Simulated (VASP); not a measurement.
Crystal: La2C3.

```
La C
1.0
    -4.40850    4.40850    4.40850
     4.40850   -4.40850    4.40850
     4.40850    4.40850   -4.40850
La C
8 12
Direct
  0.10600 0.10600 0.10600
  0.89400 0.50000 0.00000
  0.50000 0.00000 0.39400
  0.00000 0.89400 0.50000
  0.39400 0.50000 0.00000
  0.60600 0.60600 0.60600
  0.00000 0.39400 0.50000
  0.50000 0.00000 0.89400
  0.25000 0.55000 0.30000
  0.45000 0.25000 0.70000
  0.75000 0.95000 0.20000
  0.05000 0.75000 0.80000
  0.30000 0.25000 0.55000
  0.70000 0.45000 0.25000
  0.20000 0.75000 0.95000
  0.80000 0.05000 0.75000
  0.75000 0.80000 0.05000
  0.55000 0.30000 0.25000
  0.25000 0.70000 0.45000
  0.95000 0.20000 0.75000
```

```yaml
Program: VASP 6.6.1
Task: relaxation of cell and atoms
Functional: PBEsol
Potentials_or_basis: VASP PAW PBE potentials, release 64 (La, C)
Cutoff: 600 eV
k_mesh: 6 × 6 × 6
Occupations: methfessel-paxton, width 0.1 eV
Spin: no spin polarisation
```

At the start: pressure -3.3 GPa; volume 17.14 Å³/atom.

Q: Where does the relaxation end?

A: Over 7 steps the energy falls by 8.8 meV/atom and the volume is 16.45 Å³/atom (-4.0 %); space group I-43d (No. 220, to 0.05 Å).

Step by step:
| step | energy change (eV) | largest force (eV/Å) | pressure (GPa) | volume (Å³) |
| --- | --- | --- | --- | --- |
| 1 | 0.0000 | 0.3528 | -3.35 | 342.71 |
| 2 | -0.1612 | 0.1408 | 1.02 | 325.27 |
| 3 | -0.1763 | 0.0331 | -0.05 | 329.08 |
| 4 | -0.1757 | 0.1175 | 0.22 | 328.81 |
| 5 | -0.1764 | 0.0274 | 0.04 | 328.99 |
| 6 | -0.1767 | 0.0107 | 0.02 | 329.04 |
| 7 | -0.1768 | 0.0062 | 0.01 | 329.06 |

Final structure:
```
La C
1.0
    -4.34917    4.34917    4.34917
     4.34917   -4.34917    4.34917
     4.34917    4.34917   -4.34917
La C
8 12
Direct
  0.10530 0.10530 0.10530
  0.89470 0.50000 0.00000
  0.50000 0.00000 0.39470
  0.00000 0.89470 0.50000
  0.39470 0.50000 0.00000
  0.60530 0.60530 0.60530
  0.00000 0.39470 0.50000
  0.50000 0.00000 0.89470
  0.25000 0.54854 0.29854
  0.45146 0.25000 0.70146
  0.75000 0.95146 0.20146
  0.04854 0.75000 0.79854
  0.29854 0.25000 0.54854
  0.70146 0.45146 0.25000
  0.20146 0.75000 0.95146
  0.79854 0.04854 0.75000
  0.75000 0.79854 0.04854
  0.54854 0.29854 0.25000
  0.25000 0.70146 0.45146
  0.95146 0.20146 0.75000
```

Caveat: the PAW data sets were made with another functional, which shifts forces and pressure a little.
